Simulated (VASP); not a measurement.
Here is a VASP 6.6.1 calculation.

File INCAR:

```
SYSTEM = AlIn2
PREC = Normal
ENCUT = 520
EDIFF = 1E-4
ISMEAR = 0
SIGMA = 0.15
LREAL = .False.
LASPH = .True.
NELM = 60
ALGO = Fast
ISIF = 3
LWAVE = .False.
LCHARG = .False.
GGA = PE
IBRION = 2
NSW = 24
EDIFFG = -0.08
```

Contents of KPOINTS:

```
regular mesh
0
Gamma
  6 6 4
  0 0 0
```

File POSCAR:

```
AlIn2
1.0
    3.6150117600      0.0000000000      0.0000000000
    0.0000000000      3.6150117600      0.0000000000
    0.0000000000      0.0000000000      5.2138981900
Al In
1 2
Direct
    0.0000000000      0.0000000000      0.0000000000
    0.5000000000      0.5000000000      0.0000000000
    0.5000000000      0.5000000000      0.5000000000
```

Potentials or basis: VASP PAW PBE potentials, release 64 (Al, In_d).

Launch:

```sh
$ cat potpaw_PBE.64/Al/POTCAR potpaw_PBE.64/In_d/POTCAR > POTCAR
$ mpirun -np 1 vasp_std > vasp.out
```

(1) What does it give for the relaxed volume?

(2) What does it give for the relaxed cell?

Answers

(1) 31.24 Å³/atom.

(2) a = 3.969 Å, b = 3.969 Å, c = 5.949 Å, α = 90.00°, β = 90.00°, γ = 90.00°.

Caveat: the volume moved by over 15 % at a fixed basis, so the end points are rough.
